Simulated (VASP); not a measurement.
# Tl2W (I4/mmm) in VASP: single point with r2SCAN

Aim: the single point of Tl2W with r2SCAN.

Program: VASP 6.6.1. These are calculated values, not measurements. Logs are shortened: lines on timing, memory, paths and dates and some standing lists are left out, and cuts for length are marked.

### 1 Starting point

The structure is tetragonal, space group I4/mmm (No. 139). The conventional cell has a = 3.506 Å, b = 3.506 Å, c = 10.454 Å, α = 90.00°, β = 90.00°, γ = 90.00°. Tl (site symmetry 4mm) has 4 W at 2.93 Å and 5 Tl at 3.14 to 3.24 Å as nearest neighbours. W (site symmetry 4/mmm) has 8 Tl at 2.93 Å as nearest neighbours.

The cell was built by a generator and needn't be a form met in nature.

### 2 Single point, r2SCAN

Contents of POSCAR:

```
Tl2W
1.0
    0.0000000000      3.5056607843      0.0000001895
    3.5056607843      0.0000000000      0.0000001895
    1.7528306747      1.7528306747     -5.2271285081
Tl W
2 1
Direct
    0.3499335278      0.3499335278      0.3001329444
    0.6500664722      0.6500664722      0.6998670556
    0.0000000000      0.0000000000      0.0000000000
```

Contents of INCAR.step1:

```
PREC = Accurate ; ENCUT = 520
ISMEAR = -1 ; SIGMA = 0.1
LREAL = F ; LASPH = T
NELM = 100 ; NBANDS = 27
GGA = PE ; ALGO = Normal
EDIFF = 1E-4 ; LWAVE = T
LCHARG = F
```

Contents of INCAR.step2:

```
PREC = Accurate ; ENCUT = 520
EDIFF = 1E-7 ; ISMEAR = -1
SIGMA = 0.1 ; LREAL = F
LASPH = T ; NELM = 100
ALGO = Normal ; ISIF = 2
LWAVE = F ; LCHARG = F
METAGGA = R2SCAN ; LMIXTAU = T
NBANDS = 27 ; ISTART = 1
```

Contents of KPOINTS:

```
regular mesh
0
Gamma
  9 9 9
```

Potentials or basis: VASP PAW PBE potentials, release 64 (Tl_d, W_sv).

The run is started by

```bash
$ cat potpaw_PBE.64/Tl_d/POTCAR potpaw_PBE.64/W_sv/POTCAR > POTCAR
$ cp INCAR.step1 INCAR
$ mpirun -np 1 vasp_std > vasp.out
$ cp INCAR.step2 INCAR
$ mpirun -np 1 vasp_std > vasp.out
```

OUTCAR:

```text
PREC = Accurate
   ENCUT = 520
   EDIFF = 1E-7
   ISMEAR = -1
   LREAL = F
   LASPH = T
   NELM = 100
   ISIF = 2
   METAGGA = R2SCAN
   ISTART = 1

 ion  position               nearest neighbor table
   1  0.350  0.350  0.300-   3 2.93   3 2.93   3 2.93   3 2.93   2 3.14   2 3.24   2 3.24   2 3.24
                             2 3.24   3 3.66
   2  0.650  0.650  0.700-   3 2.93   3 2.93   3 2.93   3 2.93   1 3.14   1 3.24   1 3.24   1 3.24
                             1 3.24   3 3.66
   3  0.000  0.000  0.000-   1 2.93   2 2.93   2 2.93   2 2.93   1 2.93   1 2.93   2 2.93   1 2.93
                             1 3.66   2 3.66

  LATTYP: Found a body centered tetragonal cell.
 ALAT       =     3.5056607843
 C/A-ratio  =     2.9821075222

  Lattice vectors:

 A1 = (  -1.7528306747,   1.7528301096,   5.2271286976)
 A2 = (   1.7528301096,  -1.7528306747,   5.2271286976)
 A3 = (   1.7528306747,   1.7528306747,  -5.2271285081)

Analysis of symmetry for initial positions (statically):
=====================================================================
 Subroutine PRICEL returns:
 Original cell was already a primitive cell.

 Routine SETGRP: Setting up the symmetry group for a
 body centered tetragonal supercell.

 Subroutine GETGRP returns: Found 16 space group operations
 (whereof 16 operations were pure point group operations)
 out of a pool of 16 trial point group operations.

The static configuration has the point symmetry D_4h.

Analysis of symmetry for dynamics (positions and initial velocities):
=====================================================================
 Subroutine PRICEL returns:
 Original cell was already a primitive cell.

 Routine SETGRP: Setting up the symmetry group for a
 body centered tetragonal supercell.

 Subroutine GETGRP returns: Found 16 space group operations
 (whereof 16 operations were pure point group operations)
 out of a pool of 16 trial point group operations.

The dynamic configuration has the point symmetry D_4h.

 Subroutine INISYM returns: Found 16 space group operations
 (whereof 16 operations are pure point group operations),
 and found     1 'primitive' translations

----------------------------------------------------------------------------------------

                                     Primitive cell

  volume of cell :      64.2396
[... 87 lines left out ...]
   LSORBIT =      F    spin-orbit coupling
   LASPH  =      T    aspherical Exc in radial PAW
   ENCUT  =  520.0 eV  38.22 Ry    6.18 a.u.   6.52  6.52 10.76*2*pi/ulx,y,z
   NELM   =    100;   NELMIN=  2; NELMDL=  0     # of ELM steps
   EDIFF  = 0.1E-06   stopping-criterion for ELM
   LREAL  =      F    real-space projection
   EDIFFG = 0.1E-05   stopping-criterion for IOM
   NSW    =      0    number of steps for IOM
   IBRION =     -1    ionic relax: 0-MD 1-quasi-New 2-CG
   NFREE  =      0    steps in history (QN), initial steepest desc. (CG)
   ISIF   =      2    stress and relaxation
   ISYM   =      2    0-nonsym 1-usesym 2-fastsym
   POTIM  = 0.5000    time-step for ionic-motion
   TEBEG  =    0.0;   TEEND  =   0.0 temperature during run
   PSTRESS=    0.0 pullay stress
   NELECT =      40.0000    total number of electrons
   NUPDOWN=      -1.0000    fix difference up-down
   EMIN   =  10.00;   EMAX   =-10.00  energy-range for DOS
   EFERMI =   0.00;   METHOD = LEGACY
   ISMEAR =    -1;   SIGMA  =   0.10  broadening in eV -4-tet -1-fermi 0-gaus
   EFERMI_NEDOS =   21; number of points for ismear=-14 and -15
   IALGO  =     38    algorithm
   IMIX   =      4    mixing-type and parameters
     AMIX     =   0.40;   BMIX     =  1.00
     AMIX_MAG =   1.60;   BMIX_MAG =  1.00
  volume/ion in A,a.u.               =      21.41       144.50
  Fermi-wavevector in a.u.,A,eV,Ry     =   1.397957  2.641756 26.589648  1.954284
  Thomas-Fermi vector in A             =   2.521162
   LORBIT       =      0    0 simple, 1 ext, 2 COOP (PROOUT), +10 PAW based schemes
   METAGGA = R2SCAN    functional components
   LHFCALC =     F    Hartree Fock is set to
   AEXX    =    0.0000 exact exchange contribution
   IVDW    =     0    specifies the selected vdW correction
   LEPSILON=     F    determine dielectric tensor
   LRPA    =     F    only Hartree local field effects (RPA)
 non-spin polarized calculation
  energy-cutoff  :      520.00
  volume of cell :       64.24
 maximum number of plane-waves:      1766
 NGX is ok and might be reduce to    28
   NGX = 13   NGY = 13   NGZ = 21

 number of electron      39.9999997 magnetization

 Free energy of the ion-electron system (eV)
  ---------------------------------------------------
  ext. energy  EPLUGINS =         0.00000000
  ---------------------------------------------------
  free energy    TOTEN  =      -153.90806254 eV

  energy without entropy =     -153.82683363  energy(sigma->0) =     -153.86744809

 E-fermi :   8.7626     XC(G=0): -12.7671

 val. band max:        8.7517528479   @ k =   0.3333   0.2222   0.0000
 cond. band min:       8.7643445785   @ k =   0.0000   0.0000   0.3333
 fundamental gap:      0.0125917306
 Fermi energy:         8.7625845405

 k-point     1 :       0.0000    0.0000    0.0000
  band No.  band energies     occupation
      1     -67.1561      2.00000
      2     -30.7935      2.00000
      3     -30.6393      2.00000
      4     -30.6393      2.00000
      5      -3.4970      2.00000
      6      -3.2985      2.00000
[... 709 lines left out ...]
     26      14.4210      0.00000
     27      15.6892      0.00000

 [... further k-points ...]

------------------------ aborting loop because EDIFF is reached ----------------------------------------

  FORCE on cell =-STRESS in cart. coord.  units (eV):
  Direction    XX          YY          ZZ          XY          YZ          ZX
  --------------------------------------------------------------------------------------
  -------------------------------------------------------------------------------------
  Total        0.1165172      0.1165172      0.1130731      0.0000000      0.0000000      0.0000000
  in kB        2.9060124      2.9060124      2.8201148      0.0000000      0.0000000      0.0000000
  external PRESSURE =       2.8773799 kB  Pullay stress =       0.0000000 kB

 VOLUME and BASIS-vectors are now :
 -----------------------------------------------------------------------------
  energy-cutoff  :      520.00
  volume of cell :       64.24
      direct lattice vectors                 reciprocal lattice vectors
     0.000000000  3.505660784  0.000000189    -0.000000005  0.285252922  0.095654825
     3.505660784  0.000000000  0.000000189     0.285252922 -0.000000005  0.095654825
     1.752830675  1.752830675 -5.227128508     0.000000010  0.000000010 -0.191309619

 POSITION                                       TOTAL-FORCE (eV/Angst)
 -----------------------------------------------------------------------------------
      1.75283      1.75283     -1.56883         0.000000      0.000000     -0.016123
      3.50566      3.50566     -3.65829        -0.000000     -0.000000      0.016123
      0.00000      0.00000      0.00000         0.000000      0.000000      0.000000
 -----------------------------------------------------------------------------------
    total drift:                                0.000000      0.000000     -0.000000

  FREE ENERGIE OF THE ION-ELECTRON SYSTEM (eV)
  ---------------------------------------------------
  free  energy   TOTEN  =      -153.9080625444 eV

  energy  without entropy=     -153.8268336297  energy(sigma->0) =     -153.86744809
```

OSZICAR.step1:

```text
N       E                     dE             d eps       ncg     rms          rms(c)
DAV:   1     0.298394259773E+03    0.29839E+03   -0.21505E+04  4050   0.153E+03
DAV:   2    -0.455867392992E+01   -0.30295E+03   -0.29730E+03  4407   0.401E+02
DAV:   3    -0.143340718402E+02   -0.97754E+01   -0.96039E+01  4693   0.665E+01
DAV:   4    -0.144408555347E+02   -0.10678E+00   -0.10651E+00  4452   0.661E+00
DAV:   5    -0.144423409560E+02   -0.14854E-02   -0.14854E-02  4364   0.831E-01    0.156E+01
DAV:   6    -0.138403023835E+02    0.60204E+00   -0.27557E+00  4314   0.829E+00    0.659E+00
DAV:   7    -0.137503318749E+02    0.89971E-01   -0.83430E-01  4233   0.445E+00    0.441E+00
DAV:   8    -0.137107203321E+02    0.39612E-01   -0.21877E-01  4259   0.208E+00    0.125E+00
DAV:   9    -0.137083753718E+02    0.23450E-02   -0.92045E-03  4341   0.627E-01    0.171E-01
DAV:  10    -0.137083606130E+02    0.14759E-04   -0.25505E-04  3695   0.106E-01
   1 F= -.13708361E+02 E0= -.13662165E+02  d E =-.923918E-01
```

Run time: 3.8 min. Hardware: 1 thread of Intel Xeon Platinum 8559C (Emerald Rapids), shared host; peak memory 0.28 GiB.

Results:

| Quantity | Value |
| --- | --- |
| Free energy | -153.9081 eV |
| Pressure | 0.3 GPa |
| Largest force | 0.016 eV/Å |
| Band gap on the k mesh | none (metal or under the smearing width) |

Forces on the atoms (eV/Å):
```
Tl   0.000  0.000 -0.016
Tl   0.000  0.000  0.016
W    0.000  0.000  0.000
```

Caveat: the PAW data sets were made with another functional, which shifts forces and pressure a little.
